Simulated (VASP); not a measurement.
```
CELL_PARAMETERS angstrom
      3.26421    -2.05747     0.00000
      3.26421     2.05747     0.00000
      0.00000     0.00000     8.40240
ATOMIC_POSITIONS crystal
  Cl 0.85842 0.12651 0.61199
  Cl 0.12365 0.88668 0.40710
  Cl 0.62772 0.37906 0.09333
  Cl 0.39021 0.60775 0.88758
```

Level of theory: revPBE GGA, VASP's PBE PAW potentials (set 64) (plane waves; VASP 6.6.1). Run with 150 eV cut-off, 2×2×2 Γ-centred mesh, Gaussian smearing of 0.010 eV, potentials Cl.

At this cut-off the stress carries a Pulay error, which pulls relaxed volumes low.  Energy and stress use the plane-wave basis of the starting cell.

Q: The ions, cell shape and volume are relaxed. Predict the relaxed structure.

A: 
```
CELL_PARAMETERS angstrom
      2.78621    -1.84272     0.00088
      2.78582     1.84218    -0.00004
     -0.00004     0.00216     7.27846
ATOMIC_POSITIONS crystal
  Cl 0.83704 0.16219 0.60928
  Cl 0.16209 0.83732 0.39054
  Cl 0.66333 0.33813 0.10948
  Cl 0.33754 0.66236 0.89071
```
Space group Cmce (64), at a tolerance of 0.03 Å.

Q: How do energy and volume change from the first to the last step?

A: The energy (σ→0) changes by -1320.1 meV/atom and the volume by -33.8 %, in 32 ionic steps.

The structure comes from a computed database's Cl2 entry; how it stands against other phases isn't given here. In the starting cell atoms are displaced from their ideal sites. This run relaxes it. The k-mesh is coarse (spacing up to 1.02 per Å, 2π included), so the numbers may not be converged in it. The run is one of a series of settings (EDIFFG = -0.01, ENCUT = 150, IBRION = 2, ISIF = 3, NSW = 50, KPOINTS 2×2×2 Γ-centred mesh against the base run), some of them coarse on purpose.
